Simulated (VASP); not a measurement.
Given:

```xyz
8
Lattice="0.0000 2.4150 2.4150 2.4150 0.0000 2.4150 9.7163 9.7163 -0.0565" Properties=species:S:1:pos:R:3 pbc="T T T"
In     9.6367     9.6367     0.0231
In     2.4271     2.4271    -0.0121
In     7.3428     7.3428     4.7319
N      1.1895     1.1895     1.2255
N      3.6915     3.6915     1.1384
N      6.1920     6.1920     1.0529
N      8.3756     8.3756     1.2842
Al     7.2691     7.2691    -0.0243
```

These are PBEsol GGA, VASP's PBE PAW potentials (set 64) (plane waves; VASP 6.6.1) values and carry that method's errors. Numerical set-up: 520 eV cut-off, 9×9×3 Γ-centred mesh, tetrahedra with Blöchl corrections, potentials In_d N Al.

The cores are frozen, which limits the accuracy of field gradients.

Task: Give the principal components of the electric field gradient (V/Å²) and the asymmetry η at each nucleus.

Result: 
```csv
atom,Vxx,Vyy,Vzz,η
In1,-1.9,-1.9,3.9,0.00
In2,-2.6,-2.6,5.1,0.00
In3,-3.3,-3.3,6.5,0.00
N4,-5.7,-5.7,11.4,0.00
N5,-5.7,-5.7,11.3,0.00
N6,6.9,6.9,-13.9,0.00
N7,-4.6,-4.6,9.2,0.00
Al8,8.1,8.1,-16.1,0.00
```

The structure was generated: AlIn3N4 was put into an ordered model structure (R3m), which need not be its known phase. It was relaxed first.
